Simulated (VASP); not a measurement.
# BeCr3 (Pm-3m) in VASP: further runs, part 4 of 4

VASP 6.6.1. Earlier steps stand in the parts before.

## Step 6: Relaxation of cell and atoms, PBE, collinear spin, ferromagnetic start

Contents of INCAR:

```
PREC     = Accurate       # precision mode
ENCUT    = 600            # plane-wave cutoff, eV
EDIFF    = 1E-7           # SCF threshold, eV
ISMEAR   = -1             # smearing method
SIGMA    = 0.05           # smearing width, eV
LREAL    = False          # projectors in reciprocal space
LASPH    = True           # aspherical terms in the spheres
NELM     = 150            # most SCF steps
ALGO     = Normal         # electronic algorithm
ISIF     = 3              # what is computed and relaxed
LWAVE    = False          # write WAVECAR
LCHARG   = False          # write CHGCAR
ISPIN    = 2              # spin polarisation
MAGMOM   = 3 3 3 0        # initial moments
LORBIT   = 11             # projections on sites
LMAXMIX  = 4              # l up to which the mixer works
GGA      = PE             # functional
IBRION   = 2              # ionic algorithm
NSW      = 60             # ionic steps
EDIFFG   = -0.005         # ionic threshold
```

Contents of KPOINTS:

```
Automatic mesh
0
Gamma
  6 6 6
```

Contents of POSCAR:

```
BeCr3
1.0
    3.5112140000      0.0000000000      0.0000000000
    0.0000000000      3.5112140000      0.0000000000
    0.0000000000      0.0000000000      3.5112140000
Cr Be
3 1
Direct
    0.5000000000      0.5000000000      0.0000000000
    0.5000000000      0.0000000000      0.5000000000
    0.0000000000      0.5000000000      0.5000000000
    0.0000000000      0.0000000000      0.0000000000
```

Potentials or basis: VASP PAW PBE potentials, release 64 (Cr_pv, Be).

The run is started by

```bash
> cat potpaw_PBE.64/Cr_pv/POTCAR potpaw_PBE.64/Be/POTCAR > POTCAR
> mpirun -np 1 vasp_std > vasp.out
```

OUTCAR:

```text
PREC = Accurate
   ENCUT = 600
   EDIFF = 1E-7
   ISMEAR = -1
   LREAL = False
   LASPH = True
   NELM = 150
   ISIF = 3
   ISPIN = 2
   LORBIT = 11
   GGA = PE
   IBRION = 2
   NSW = 60
   EDIFFG = -0.005

 ion  position               nearest neighbor table
   1  0.500  0.500  0.000-   2 2.48   3 2.48   4 2.48   2 2.48   3 2.48   2 2.48   4 2.48   2 2.48
                             3 2.48   4 2.48   3 2.48   4 2.48
   2  0.500  0.000  0.500-   1 2.48   3 2.48   4 2.48   1 2.48   4 2.48   1 2.48   3 2.48   1 2.48
                             3 2.48   4 2.48   4 2.48   3 2.48
   3  0.000  0.500  0.500-   1 2.48   2 2.48   4 2.48   1 2.48   4 2.48   2 2.48   4 2.48   4 2.48
                             1 2.48   2 2.48   1 2.48   2 2.48
   4  0.000  0.000  0.000-   1 2.48   2 2.48   3 2.48   2 2.48   3 2.48   1 2.48   3 2.48   3 2.48
                             1 2.48   2 2.48   2 2.48   1 2.48

  LATTYP: Found a simple cubic cell.
 ALAT       =     3.5112140000

  Lattice vectors:

 A1 = (   3.5112140000,   0.0000000000,   0.0000000000)
 A2 = (   0.0000000000,   3.5112140000,   0.0000000000)
 A3 = (   0.0000000000,   0.0000000000,   3.5112140000)

Analysis of symmetry for initial positions (statically):
=====================================================================
 Subroutine PRICEL returns:
 Original cell was already a primitive cell.

 Routine SETGRP: Setting up the symmetry group for a
 simple cubic supercell.

 Subroutine GETGRP returns: Found 48 space group operations
 (whereof 48 operations were pure point group operations)
[... 259 lines left out ...]

 number of electron      37.9999987 magnetization       0.0000004

 Free energy of the ion-electron system (eV)
  ---------------------------------------------------
  ext. energy  EPLUGINS =         0.00000000
  ---------------------------------------------------
  free energy    TOTEN  =       -31.84830916 eV

  energy without entropy =      -31.82150675  energy(sigma->0) =      -31.83490796

 E-fermi :   9.9131     XC(G=0): -13.0107

 val. band max:        9.9130050296   @ k =   0.1667   0.0000   0.0000
 cond. band min:       9.9437648721   @ k =   0.3333   0.3333   0.0000
 fundamental gap:      0.0307598425
 Fermi energy:         9.9131300434

 spin component 1

 k-point     1 :       0.0000    0.0000    0.0000
  band No.  band energies     occupation
      1     -33.4393      1.00000
      2     -33.4393      1.00000
      3     -33.4393      1.00000
      4     -32.9605      1.00000
      5     -32.9605      1.00000
      6     -32.9605      1.00000
[... 609 lines left out ...]
     27      12.5297      0.00000
     28      12.5297      0.00000
 Fermi energy:         9.9131300434

 spin component 2

 k-point     1 :       0.0000    0.0000    0.0000
  band No.  band energies     occupation
      1     -33.4393      1.00000
      2     -33.4393      1.00000
      3     -33.4393      1.00000
      4     -32.9605      1.00000
      5     -32.9605      1.00000
      6     -32.9605      1.00000
[... 640 lines left out ...]
  FREE ENERGIE OF THE ION-ELECTRON SYSTEM (eV)
  ---------------------------------------------------
  free  energy   TOTEN  =       -31.8483091580 eV

  energy  without entropy=      -31.8215067546  energy(sigma->0) =      -31.83490796

 reached required accuracy - stopping structural energy minimisation

 total charge

# of ion       s       p       d       tot
------------------------------------------
    1        0.428   6.373   4.264  11.064
    2        0.428   6.373   4.264  11.064
    3        0.428   6.373   4.264  11.064
    4        0.446   0.732   0.000   1.178
--------------------------------------------------
tot          1.729  19.852  12.791  34.371

 magnetization (x)

# of ion       s       p       d       tot
------------------------------------------
    1       -0.000  -0.000  -0.000  -0.000
    2       -0.000  -0.000  -0.000  -0.000
    3       -0.000  -0.000  -0.000  -0.000
    4       -0.000   0.000   0.000   0.000
--------------------------------------------------
tot         -0.000   0.000  -0.000   0.000
```

OSZICAR:

```text
N       E                     dE             d eps       ncg     rms          rms(c)
DAV:   1     0.471570407077E+03    0.47157E+03   -0.23345E+04  2240   0.180E+03
DAV:   2    -0.118766571949E+02   -0.48345E+03   -0.47001E+03  2244   0.517E+02
DAV:   3    -0.340410314596E+02   -0.22164E+02   -0.21296E+02  2488   0.127E+02
DAV:   4    -0.344910626066E+02   -0.45003E+00   -0.44745E+00  2372   0.177E+01
[... 32 lines left out ...]
DAV:   6    -0.318483080887E+02   -0.29612E-05   -0.84173E-06  2864   0.270E-02    0.345E-03
DAV:   7    -0.318483089823E+02   -0.89361E-06   -0.58371E-07  2376   0.579E-03    0.129E-03
DAV:   8    -0.318483091593E+02   -0.17694E-06   -0.28804E-08  1232   0.185E-03    0.366E-04
DAV:   9    -0.318483091580E+02    0.13160E-08   -0.86847E-09  1148   0.872E-04
   3 F= -.31848309E+02 E0= -.31834908E+02  d E =-.648930E-03  mag=    -0.0000
```

CONTCAR:

```text
BeCr3
   1.00000000000000
     3.5056647148461217   -0.0000000000000000    0.0000000000000000
     0.0000000000000000    3.5056647148461217    0.0000000000000000
    -0.0000000000000000   -0.0000000000000000    3.5056647148461217
  Cr              Be
     3     1
Direct
     0.5000000000000000    0.5000000000000000    0.0000000000000000
     0.5000000000000000    0.0000000000000000    0.5000000000000000
     0.0000000000000000    0.5000000000000000    0.5000000000000000
     0.0000000000000000    0.0000000000000000    0.0000000000000000

  0.00000000E+00  0.00000000E+00  0.00000000E+00
  0.00000000E+00  0.00000000E+00  0.00000000E+00
  0.00000000E+00  0.00000000E+00  0.00000000E+00
  0.00000000E+00  0.00000000E+00  0.00000000E+00
```

Wall time 2.8 min (1 thread of AMD EPYC 7R13 (Zen 3), shared host); peak memory 0.16 GiB.

What came out:

- Free energy: -31.8483 eV
- Relaxed volume: 10.77 Å³/atom
- Relaxed cell: a = 3.506 Å, b = 3.506 Å, c = 3.506 Å, α = 90.00°, β = 90.00°, γ = 90.00°
- Space group after relaxing (to 0.05 Å): Pm-3m (No. 221)
- Energy gained by relaxing: 0.2 meV/atom
- Ionic steps: 3
- Pressure after relaxing: 0.0 GPa
- Band gap on the k mesh: none (metal or under the smearing width)
- Net moment: 0.00 μB per cell
- Valence electrons inside the program's atomic spheres: Cr 11.06; Be 1.18

The path:
| step | energy change (eV) | largest force (eV/Å) | pressure (GPa) | volume (Å³) |
| --- | --- | --- | --- | --- |
| 1 | 0.0000 | 0.0000 | -1.01 | 43.29 |
| 2 | 0.0001 | 0.0000 | 1.13 | 42.86 |
| 3 | -0.0006 | 0.0000 | 0.01 | 43.08 |

Final structure:
```cif
data_structure
_symmetry_space_group_name_H-M 'P 1'
_symmetry_Int_Tables_number 1
_cell_length_a 3.5057
_cell_length_b 3.5057
_cell_length_c 3.5057
_cell_angle_alpha 90.000
_cell_angle_beta 90.000
_cell_angle_gamma 90.000
_cell_volume 43.08
loop_
_atom_site_label
_atom_site_type_symbol
_atom_site_fract_x
_atom_site_fract_y
_atom_site_fract_z
_atom_site_occupancy
Cr1 Cr 0.50000 0.50000 0.00000 1
Cr2 Cr 0.50000 0.00000 0.50000 1
Cr3 Cr 0.00000 0.50000 0.50000 1
Be1 Be 0.00000 0.00000 0.00000 1
```

Caveat: the starting moments collapsed, and a magnetic state may lie lower.

## Step 7: The reference run

An earlier run on the cell as given: functional PBE; potentials or basis VASP PAW PBE potentials, release 64 (Cr_pv, Be); cutoff 520 eV; k mesh 8 × 8 × 8; occupations fermi-dirac, width 0.05 eV; collinear spin, ferromagnetic start; starting moments [3.0, 3.0, 3.0, 0.0] μB.

- Pressure: -0.9 GPa
- Band gap on the k mesh: none (metal or under the smearing width)
- Net moment: 0.00 μB per cell
- Valence electrons inside the program's atomic spheres: Cr 11.05; Be 1.17
